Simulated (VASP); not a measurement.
Wanted: the native input for a VASP 6.6.1 run.

* Task: relaxation of cell and atoms
* Functional: PBE
* Dispersion: D3(BJ)
* Potentials or basis: VASP PAW PBE potentials, release 64 (Ga_d, As)
* Cutoff: 600 eV
* k mesh: 12 × 12 × 12
* Occupations: gaussian, width 0.02 eV
* Spin: no spin polarisation
* Dipole correction: no
* Further INCAR settings: ALGO = Fast; EDIFF = 1e-06; IBRION = 2; EDIFFG = -0.005; NSW = 70; ISIF = 3

The structure of GaAs lies in POSCAR:

```
GaAs
1.0
    0.0000000000      2.8726923284      2.8726923284
    2.8726923284      0.0000000000      2.8726923284
    2.8726923284      2.8726923284      0.0000000000
Ga As
1 1
Direct
    0.0000000000      0.0000000000      0.0000000000
    0.2500000000      0.2500000000      0.2500000000
```

These files were run (other wordings do the same):

INCAR

```
  PREC = Accurate
  ENCUT = 600
  EDIFF = 1E-6
  ISMEAR = 0
  SIGMA = 0.02
  LREAL = False
  LASPH = True
  NELM = 60
  ALGO = Fast
  ISIF = 3
  LWAVE = False
  LCHARG = False
  GGA = PE
  IVDW = 12
  IBRION = 2
  NSW = 70
  EDIFFG = -0.005
```

KPOINTS

```
regular mesh
0
Gamma
  12 12 12
```

Potentials or basis: VASP PAW PBE potentials, release 64 (Ga_d, As).

Run with:

```console
$ cat potpaw_PBE.64/Ga_d/POTCAR potpaw_PBE.64/As/POTCAR > POTCAR
$ mpirun -np 1 vasp_std > vasp.out
```

Results of the run:

| Item | Value |
| --- | --- |
| Relaxed volume | 22.91 Å³/atom |
| Relaxed cell | a = 4.017 Å, b = 4.017 Å, c = 4.017 Å, α = 60.00°, β = 60.00°, γ = 60.00° |
| Space group after relaxing (to 0.05 Å) | F-43m (No. 216) |
| Energy gained by relaxing | 5.4 meV/atom |
| Ionic steps | 3 |
| Pressure after relaxing | 0.0 GPa |
| Band gap on the k mesh | 0.41 eV, direct |
| Dispersion energy per atom | -0.320 eV |

It took 52 s on 1 thread of Intel(R) Xeon(R) Platinum 8488C (Sapphire Rapids), on a shared host, peak memory 0.24 GiB.
